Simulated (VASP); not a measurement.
Here is the system:

```
CELL_PARAMETERS angstrom
      0.00000     2.41119     2.41119
      2.41119     0.00000     2.41119
      2.41119     2.41119     0.00000
ATOMIC_POSITIONS crystal
  Y  0.00000 0.00000 0.00000
  N  0.50000 0.50000 0.50000
```

Calculation: LDA (Ceperley-Alder, Perdew-Zunger) with spin-orbit coupling, VASP's LDA PAW potentials (set 64) (plane waves; VASP). Settings: 520 eV cut-off, 12×12×12 Γ-centred mesh, Gaussian smearing of 0.050 eV, potentials Y_sv N.

Give the energies of bands 11 to 23 at the high-symmetry points, in eV from the Fermi level.

```json
[
 {"band": "11", "Γ": "-0.06", "X": "-1.42", "U": "-2.27", "L": "-4.27", "W": "-2.27"},
 {"band": "12", "Γ": "-0.06", "X": "-1.42", "U": "-2.27", "L": "-4.27", "W": "-2.27"},
 {"band": "13", "Γ": "0.00", "X": "-0.41", "U": "-1.55", "L": "-2.40", "W": "-1.60"},
 {"band": "14", "Γ": "0.00", "X": "-0.41", "U": "-1.55", "L": "-2.40", "W": "-1.60"},
 {"band": "15", "Γ": "0.00", "X": "-0.31", "U": "-1.36", "L": "-2.40", "W": "-1.46"},
 {"band": "16", "Γ": "0.00", "X": "-0.31", "U": "-1.36", "L": "-2.40", "W": "-1.46"},
 {"band": "17", "Γ": "3.08", "X": "0.00", "U": "2.40", "L": "5.84", "W": "4.01"},
 {"band": "18", "Γ": "3.08", "X": "0.00", "U": "2.40", "L": "5.84", "W": "4.01"},
 {"band": "19", "Γ": "3.08", "X": "7.08", "U": "6.41", "L": "6.54", "W": "4.04"},
 {"band": "20", "Γ": "3.08", "X": "7.08", "U": "6.41", "L": "6.54", "W": "4.04"},
 {"band": "21", "Γ": "3.13", "X": "7.67", "U": "7.26", "L": "6.58", "W": "7.70"},
 {"band": "22", "Γ": "3.13", "X": "7.67", "U": "7.26", "L": "6.58", "W": "7.70"},
 {"band": "23", "Γ": "4.51", "X": "8.19", "U": "8.15", "L": "6.93", "W": "8.24"}
]
```

It has no gap at this level: it comes out as a metal or semimetal.

The compound is YN in the rock salt structure. It was relaxed first.
